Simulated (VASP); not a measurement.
Energy against volume of Rh (fcc). Calculation: PBE GGA with D4 dispersion, VASP's PBE PAW potentials (set 64) (plane waves; VASP 6.6.1). Numerical set-up: 520 eV cut-off, 16×16×16 Γ-centred mesh, first-order Methfessel-Paxton smearing of 0.10 eV, potentials Rh_pv.

| V (Å³/atom) | E (eV/atom) |
|---|---|
| 13.186 | -8.08626 |
| 13.593 | -8.09852 |
| 14.001 | -8.08865 |
| 14.409 | -8.06052 |

### Question
Fit these four points and predict the energy of the run at 12.778 Å³/atom.

### Answer
A cubic in V^(−2/3), the third-order Birch-Murnaghan form, passes through the four points with V0 = 13.60 Å³/atom and B0 = 288 GPa, and gives -8.0470 eV/atom there. The run gave -8.0476 eV/atom, -0.5 meV/atom from the fit; all five points give B0 = 287 GPa.

The compound is Rh in the fcc structure. It was relaxed first.
